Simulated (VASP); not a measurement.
KF (rock salt): the band gap from VASP (plane waves, PAW) at several levels of theory. Gaps are without spin-orbit coupling. Each level names its cell: its own relaxed one, PBE's, or the starting one. A gap is the smallest over the k-mesh and a band path; hybrids may have named points in place of the path, and GW has the mesh alone. mBJ is a potential without an energy functional, so only the levels count. The mesh is coarse and the basis finite, so the quasiparticle values are not converged.

```csv
level,band gap (eV),error against measurement (eV)
LDA (own cell),6.32,-4.58
PBE (own cell),5.95,-4.95
PBEsol (own cell),6.12,-4.78
SCAN (own cell),6.88,-4.02
r2SCAN (own cell),6.91,-3.99
mBJ (TB09) (PBE cell),10.04,-0.86
HSE06 (PBE cell),7.95,-2.95
HSEsol (PBE cell),7.86,-3.04
PBE0 (PBE cell),8.70,-2.20
B3LYP (PBE cell),8.15,-2.75
Hartree-Fock (PBE cell),17.15,+6.25
G0W0@PBE (starting cell),9.70,-1.20
evGW0@PBE (starting cell),10.45,-0.45
```

Measured: 10.90 eV (as given by David Koller et al., Journal of Physics Condensed Matter (2013), arXiv:1304.4470).

The cell of the LDA (own cell) run:

```yaml
crystal:
  lattice:
    - [0.00000, 2.58585, 2.58585]
    - [2.58585, 0.00000, 2.58585]
    - [2.58585, 2.58585, 0.00000]
  atoms:
    - { symbol: K, position: [0.00000, 0.00000, 0.00000] }
    - { symbol: F, position: [0.50000, 0.50000, 0.50000] }
```

Only levels that ran to the end are used. Left out are those held back, those with too coarse a band path, GW runs whose mesh misses a band edge, hybrids' fits of cells that aren't cubic and levels without matching references; a question may draw on a part of the rest.

The compound is KF in the rock salt structure.
